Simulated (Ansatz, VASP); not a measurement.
# Cross-check of Sn between VASP and Ansatz

One calculation is typed for both programs; each brings its own data sets. How far apart do they land? The cell is taken from a series of runs on this material, whose earlier steps may have relaxed, scaled, displaced or heated it; both programs get it as it stands.

Program: Ansatz 0.2.0. Level of theory: plane waves, with VASP 6.6.1 beside it; zone-centre phonons at r2SCAN with rVV10. Results are calculated unless marked as measured.

**1. Set-up**

It takes space group I4_1/amd (No. 141, tetragonal). The conventional cell has a = 5.839 Å, b = 5.839 Å, c = 3.181 Å, α = 90.00°, β = 90.00°, γ = 90.00°. Sn has 6 Sn at 3.03 to 3.18 Å nearest.

**2. Ansatz: zone-centre phonons, r2SCAN with rVV10**

Ansatz runs on its default PAW (the set named soft_2) files.

Second derivatives magnify differences that forces hide, and they need a tight electronic threshold.

Input file input.yaml:

```yaml
crystal:
  lattice:
    - [-2.9194291657, 2.9194291657, 1.5907315977]
    - [2.9194291657, -2.9194291657, 1.5907315977]
    - [2.9194291657, 2.9194291657, -1.5907315977]
  atoms:
    - { symbol: Sn, position: [0.75, 0.25, 0.5] }
    - { symbol: Sn, position: [0.0, 0.0, 0.0] }
kpoints:
  mp_grid: { grid: [18, 18, 18] }
hamiltonian:
  xc: r2scan
  dispersion: rvv10
scf:
  occupations: { method: methfessel_paxton, width: 0.2 }
output:
  eigenvalues: true
phonons:
  method: fd
  supercell: [1, 1, 1]
```

On the command line:

```
> ansatz run input.yaml --threads 4 --pin off --max-ram 14336MiB --backend cpu --events-out ev --progress --plain --runs-dir out
```

Numbers of over 12 decimals in the logs are rounded to 6 here.

The program printed:

```text
Engine: ansatz 0.2.0, x86_64-unknown-linux-gnu
Pseudopotentials: kind: paw
Pseudopotential: Sn, paw, valence charge 14, recommended cutoff 500 eV (meta_gga), Sn.paw.azcp
Functional definition: r2SCAN+rVV10
  parameter k0 = 0.174
  parameter k1 = 0.065
  parameter a1 = 4.9479
  exchange = r2scan_x(k0 = k0, k1 = k1, a1 = a1)
  correlation = r2scan_c + rvv10(11.95, 0.0093)
Crystal: 2 atoms, lattice volume = 54.232 Å³
Basis set: ecut = 500 eV, 1365 PW (Γ), exchange–correlation on 200×200×200 points (125 copies of the dense FFT grid, shifted against one another)
Bands: 18, of which v1, the nominal top of the filled ones, is band 14 counted from 1 (13 counted from 0)
Symmetry: 16 space group operations
k-points: 480 of 5832
Non-local potential: Sn, projectors of the file, l = 0: 2, l = 1: 2, l = 2: 2, l = 3: 2
PAW form: soft (Blöchl's): semilocal exchange-correlation on the pseudo side does not see the compensation charge
rVV10 density: all electrons in the spheres
PAW frozen core: Sn, regenerated for the run's functional (the file was generated under x = pbe(κ = 0.804, μ = 0.219515), c = pbe(β = 0.066725))
PAW one-centre angular grid: Sn, 590 points (default); XC on 249 of its mesh's 2787 points in the sphere
Initial density: superposition of atomic densities (neutral atoms: chi_scale 0, normalization atom), corrected by the library's trained network
Initial wavefunctions: pseudopotential atomic-orbital guess
Functional: x = r2scan, c = r2scan + rvv10(b = 11.95, C = 0.0093); τ floored in thin density (d = 2e-4 eV/Å³)
SCF iter   1: F=—  HF=-12073.201649 eV  |F-HF|=—  |Δ(HF+E_count)|=         —  Δρ=5.36e-3  dr2=6.13e-3  dr2_τ=1.70e-3  ethr=1.77e-3  ⟨swp⟩=5.3  Hψ=41502  notcnv=0
preconditioner: auto → Kerker (q_TF=auto, 2.444 Å⁻¹)  [metal: Δε(μ)=0.003 eV  Ē_g=21.126 eV  σ=0.200 eV  W_gap=0.01  n_scr=16 (ndim 8)  ℏωp=26.7 eV  f_vac=0.000  D(μ)=0.94/eV (n_scr^D=4)]
SCF iter   2: F=—  HF=-12073.222122 eV  |F-HF|=—  |Δ(HF+E_count)|=   2.05e-2  S|Δr|=    0.00e0  Δρ=2.64e-3  dr2=1.73e-3  dr2_τ=4.08e-5  ethr=2.19e-5  ⟨swp⟩=2.0  Hψ=18552  notcnv=0
SCF iter   3: F=—  HF=-12073.222855 eV  |F-HF|=—  |Δ(HF+E_count)|=   7.33e-4  S|Δr|=    0.00e0  Δρ=9.06e-4  dr2=2.55e-4  dr2_τ=1.31e-5  ethr=6.17e-6  ⟨swp⟩=2.0  Hψ=10144  notcnv=0
SCF iter   4: F=—  HF=-12073.222894 eV  |F-HF|=—  |Δ(HF+E_count)|=   3.89e-5  S|Δr|=    0.00e0  Δρ=1.54e-4  dr2=1.51e-5  dr2_τ=1.19e-7  ethr=9.12e-7  ⟨swp⟩=2.9  Hψ=15490  notcnv=0
SCF iter   5: F=—  HF=-12073.222905 eV  |F-HF|=—  |Δ(HF+E_count)|=   1.11e-5  S|Δr|=    0.00e0  Δρ=7.13e-5  dr2=2.25e-6  dr2_τ=6.08e-8  ethr=5.41e-8  ⟨swp⟩=2.0  Hψ=15291  notcnv=0
SCF iter   6: F=—  HF=-12073.222906 eV  |F-HF|=—  |Δ(HF+E_count)|=   3.84e-7  S|Δr|=    0.00e0  Δρ=1.80e-5  dr2=1.60e-7  dr2_τ=3.01e-9  ethr=8.04e-9  ⟨swp⟩=3.0  Hψ=15703  notcnv=0
SCF iter   7: F=—  HF=-12073.222906 eV  |F-HF|=—  |Δ(HF+E_count)|=   8.82e-8  S|Δr|=    0.00e0  Δρ=2.79e-6  dr2=5.70e-9  dr2_τ=4.96e-11  ethr=5.72e-10  ⟨swp⟩=3.0  Hψ=15696  notcnv=0
SCF iter   8: F=—  HF=-12073.222906 eV  |F-HF|=—  |Δ(HF+E_count)|=   2.71e-9  S|Δr|=    0.00e0  Δρ=1.03e-6  dr2=4.09e-10  dr2_τ=1.50e-11  ethr=2.04e-11  ⟨swp⟩=3.0  Hψ=15662  notcnv=0
SCF iter   9: F=-12073.222906 eV  HF=-12073.222906 eV  |F-HF|=9.09e-12  |Δ(HF+E_count)|=  4.00e-11  S|Δr|=    0.00e0  Δρ=3.27e-7  dr2=4.79e-11  dr2_τ=1.41e-12  ethr=1.00e-12  ⟨swp⟩=5.0  Hψ=28607  notcnv=0
SCF 1 converged in 9 iterations: F = -12073.222906 eV  dr2 = 4.79e-11
  greatest PAW one-centre occupation: 0.990 electrons in one spin orbital (limit 2), on the Sn atom at site 1 (counted from 0), in its partial waves of l = 2
rVV10 density: all electrons in the spheres
Initial density: handed on by an earlier stage of this run
Initial wavefunctions: those handed on with the density
iter 1 solved again at ethr=1.00e-12 eV; its pass at ethr=3.10e-3 eV (dr2=4.75e-11 eV) is discarded
[...]
preconditioner: auto → Kerker (q_TF=auto, 2.444 Å⁻¹)  [metal: Δε(μ)=0.003 eV  Ē_g=21.086 eV  σ=0.200 eV  W_gap=0.01  n_scr=16 (ndim 8)  ℏωp=26.7 eV  f_vac=0.000  D(μ)=0.93/eV (n_scr^D=4)]
[...]
SCF 2 converged in 2 iterations: F = -12073.222906 eV  dr2 = 2.02e-11
Symmetry: 4 space group operations
k-points: 865 of 5832 (time reversal used)
rVV10 density: all electrons in the spheres
[...]
preconditioner: auto → Kerker (q_TF=auto, 2.444 Å⁻¹)  [metal: Δε(μ)=0.001 eV  Ē_g=21.086 eV  σ=0.200 eV  W_gap=0.01  n_scr=16 (ndim 8)  ℏωp=26.7 eV  f_vac=0.000  D(μ)=0.93/eV (n_scr^D=4)]
[...]
SCF iter   5: F=—  HF=-12073.222904 eV  |F-HF|=—  |Δ(HF+E_count)|=  5.88e-10  S|Δr|=    0.00e0  Δρ=3.98e-7  dr2=1.11e-10  dr2_τ=2.78e-12  ethr=1.86e-12  ⟨swp⟩=2.0  Hψ=19017  notcnv=0  defer=4
SCF iter   6: F=-12073.222904 eV  HF=-12073.222904 eV  |F-HF|=1.46e-11  |Δ(HF+E_count)|=  1.26e-10  S|Δr|=    0.00e0  Δρ=8.69e-8  dr2=5.78e-12  dr2_τ=7.55e-14  ethr=1.00e-12  ⟨swp⟩=4.5  Hψ=74452  notcnv=0
SCF 3 converged in 6 iterations: F = -12073.222904 eV  dr2 = 5.78e-12
Symmetry: 2 space group operations
k-points: 1550 of 5832 (time reversal used)
rVV10 density: all electrons in the spheres
iter 1 solved again at ethr=7.15e-8 eV; its pass at ethr=3.10e-3 eV (dr2=2.00e-5 eV) is discarded
SCF iter   1: F=—  HF=-12073.222894 eV  |F-HF|=—  |Δ(HF+E_count)|=         —  Δρ=4.17e-5  dr2=1.38e-6  dr2_τ=4.45e-8  ethr=7.15e-8  ⟨swp⟩=2.2  Hψ=159724  notcnv=0  defer=10
preconditioner: auto → Kerker (q_TF=auto, 2.444 Å⁻¹)  [metal: Δε(μ)=0.001 eV  Ē_g=21.086 eV  σ=0.200 eV  W_gap=0.00  n_scr=16 (ndim 8)  ℏωp=26.7 eV  f_vac=0.000  D(μ)=0.93/eV (n_scr^D=4)]
SCF iter   2: F=—  HF=-12073.222894 eV  |F-HF|=—  |Δ(HF+E_count)|=   4.06e-7  S|Δr|=    0.00e0  Δρ=2.83e-5  dr2=6.01e-7  dr2_τ=4.36e-9  ethr=4.94e-9  ⟨swp⟩=2.1  Hψ=33194  notcnv=0  defer=10
SCF iter   3: F=—  HF=-12073.222894 eV  |F-HF|=—  |Δ(HF+E_count)|=   4.97e-8  S|Δr|=    0.00e0  Δρ=4.71e-6  dr2=2.03e-8  dr2_τ=1.41e-9  ethr=2.15e-9  ⟨swp⟩=2.4  Hψ=39991  notcnv=0  defer=10
SCF iter   4: F=—  HF=-12073.222894 eV  |F-HF|=—  |Δ(HF+E_count)|=   3.68e-9  S|Δr|=    0.00e0  Δρ=1.81e-6  dr2=2.38e-9  dr2_τ=3.94e-11  ethr=7.25e-11  ⟨swp⟩=2.8  Hψ=47707  notcnv=0  defer=10
SCF iter   5: F=—  HF=-12073.222894 eV  |F-HF|=—  |Δ(HF+E_count)|=   1.63e-9  S|Δr|=    0.00e0  Δρ=7.02e-7  dr2=4.22e-10  dr2_τ=1.43e-11  ethr=8.49e-12  ⟨swp⟩=2.1  Hψ=35572  notcnv=0  defer=10
SCF iter   6: F=—  HF=-12073.222894 eV  |F-HF|=—  |Δ(HF+E_count)|=  2.18e-10  S|Δr|=    0.00e0  Δρ=2.14e-7  dr2=4.29e-11  dr2_τ=5.87e-13  ethr=1.51e-12  ⟨swp⟩=3.0  Hψ=50841  notcnv=0  defer=10
SCF iter   7: F=-12073.222894 eV  HF=-12073.222894 eV  |F-HF|=9.09e-12  |Δ(HF+E_count)|=  1.27e-11  S|Δr|=    0.00e0  Δρ=5.58e-8  dr2=2.06e-12  dr2_τ=2.49e-14  ethr=1.00e-12  ⟨swp⟩=6.1  Hψ=113555  notcnv=0
SCF 4 converged in 7 iterations: F = -12073.222894 eV  dr2 = 2.06e-12
  greatest PAW one-centre occupation: 0.990 electrons in one spin orbital (limit 2), on the Sn atom at site 0 (counted from 0), in its partial waves of l = 2
SCF converged after 2 iterations
Stability not checked: this state was not tested for a lower state beside it, because cold or Methfessel-Paxton smearing, or corrected tetrahedra, fill the levels in a way that the test cannot read (fill_not_monotonic; see scf.lower_state_search)
Free energy (F): -12073.222906 eV
Harris-Foulkes:  -12073.222906 eV  (|F-HF|=0.00e0)
Internal energy: -12073.222393 eV  (E = F + TS)
E sigma→0 (E₀):  -12073.222778 eV
Entropy (-TS):   -0.000513 eV (-0.257 meV/atom)
Fermi energy:    10.656533 eV
Step filling:    the computed levels leave a gap of 0.0014 eV = 0.0 smearing widths at the electron count; against every level under it full and every level over it empty, smearing changes F+E_penalty+E_count by -0.097 meV and its σ→0 estimate by +0.032 meV
--- Per-component energies (eV) ---
  E_band       = -182.121793
  E_kinetic    = 372.961706
  E_local      = -1699.123267  (includes V_loc(G=0)·N_el)
  E_nonlocal   = -65.618304
  E_hartree    = 1066.445087
  E_xc         = -745.589436
  E_vxc        = -208.570743  (∫ρ·V_xc dr)
  E_paw        = -8318.620411  (= ΣΔE_a)
  E_vpaw       = -727.935380  (= ΣTr[D̂ρ^β])
  E_aug_tail   = -0.000000  (compensation charges beyond the density's cutoff)
  E_vtau       = 13.274036  (kinetic-family band-sum trace: ∫τ·v_τ [+ j·A + Jᵃ·Aᵃ] dr)
  E_ewald      = -2685.148406
  E_core_change = 1.470640  (= ΣΔE_core)
  E_smearing   = -0.000513  (= −TS)
  E_closure    = 0.000000  (closes the sum)
  Σ components = -12073.222906   (vs F -12073.222906, Δ=0.00e0)
--- Forces (eV/Å), atoms counted from 1 ---
  atom   1  Sn     0.00000000     0.00000000     0.00000000
  atom   2  Sn     0.00000000    -0.00000000     0.00000000
  max |Σ_I F_I| component: 1.04e-17 eV/Å
--- Band table (eV; the first three rows and the last of 480) ---
  k-point 0: bands = [... 10 lower, -1.0123, 7.0289, 8.5013, 8.5013, 13.9865, 17.2296, 17.2296, 17.9093]
  k-point 1: bands = [... 10 lower, -0.9830, 6.6970, 8.5363, 8.7811, 14.1185, 16.8732, 17.0653, 17.9556]
  k-point 2: bands = [... 10 lower, -0.8950, 6.0377, 8.6413, 9.2888, 14.5096, 16.1990, 16.6365, 17.8428]
  k-point 479: bands = [... 10 lower, 2.7901, 2.7901, 5.6096, 5.6096, 16.0089, 16.0089, 20.6364, 20.6364]
--- Phonons: 2 displaced members + reference (amplitude 0.0025 Å, Σ member SCF iterations 13) ---
  symmetry images taken by strict's conditions (phonons.symmetry_images: auto; settled by a nonlocal correlation, of whose share no term of the forces tells)
  ASR residual: 3.191e-5 → 0.000e0 eV/Å²; symmetrization residual: 8.882e-16 eV/Å²
  largest component of a force at the reference: 6.9e-18 eV/Å
  ASR residual per site (eV/Å²): 3.19e-5 3.19e-5
  Γ frequencies (cm⁻¹): 0.00 0.00 0.00 46.38 131.21 131.21
  density of states and harmonic sums: on the 22×22×15 q-mesh, interpolated from the force constants of a 1×1×1 supercell (no non-analytic term)
  largest difference from the sums on the solved wave vectors: F 7.46e-1 eV, S 1.00e-3 and C_V 2.58e-4 eV/K
  zero-point energy: 0.026038 eV/cell   skipped modes (ω ≤ 0): 3   left out of the sums: 6.89e-5 of the cell's modes: C_V's classical limit lies that fraction below 3 k_B per atom; for a crystal, a wire or a layer, F and S can be off by more, and a phonons.interpolated_qmesh denser along its periods is the remedy for the sampling
```

Reading the cycles: dr2 is the Hartree energy of the density residual (eV), the measure of convergence; HF is the Harris–Foulkes estimate of the energy, which meets the free energy F at convergence.

(Part 1 of 2 ends here.)

[Lines on the potential files, build, host, timing and source positions are cut from VASP's logs without a mark.]

[Logs are printed without paths, hosts, clocks, repeated set-up lines and the standing remarks that a program may print on its own settings, such as how far it seeks lower states.]

[Hosts, paths, dates, database ids (printed as entryN), source tags and the programs' standing remarks are cut or masked in the printed files.]
